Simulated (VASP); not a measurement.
Energy against volume of ZnS (zinc blende). Computed with revTPSS meta-GGA, VASP's PBE PAW potentials (set 64) (plane waves; VASP).

```json
[
 {"V (Å³/atom)": "18.429", "E (eV/atom)": "-1.39151"},
 {"V (Å³/atom)": "19.017", "E (eV/atom)": "-1.40833"},
 {"V (Å³/atom)": "19.605", "E (eV/atom)": "-1.41531"},
 {"V (Å³/atom)": "20.193", "E (eV/atom)": "-1.41413"},
 {"V (Å³/atom)": "20.782", "E (eV/atom)": "-1.40585"}
]
```

Q: Fit a third-order Birch-Murnaghan equation of state.

A: 
The volume per atom is 19.80 Å³/atom. The bulk modulus is 716 kbar. The pressure derivative of the bulk modulus is 4.58. The lattice constant a is 5.411 Å.

Measured: bulk modulus 77.1 GPa (computed value off by -7.1 %), as given by Cormac Toher et al., Physical Review Materials (2017), arXiv:1611.05714; a 5.410 Å (computed value off by +0.0 %), as given by Martin Albrecht et al., Physical review. B, Condensed matter (1997), arXiv:cond-mat/9706128. The calculation is for a static lattice, while the measured bulk modulus, a hold thermal and zero-point effects, which are part of the difference.

The compound is ZnS in the zinc blende structure. It was relaxed first.
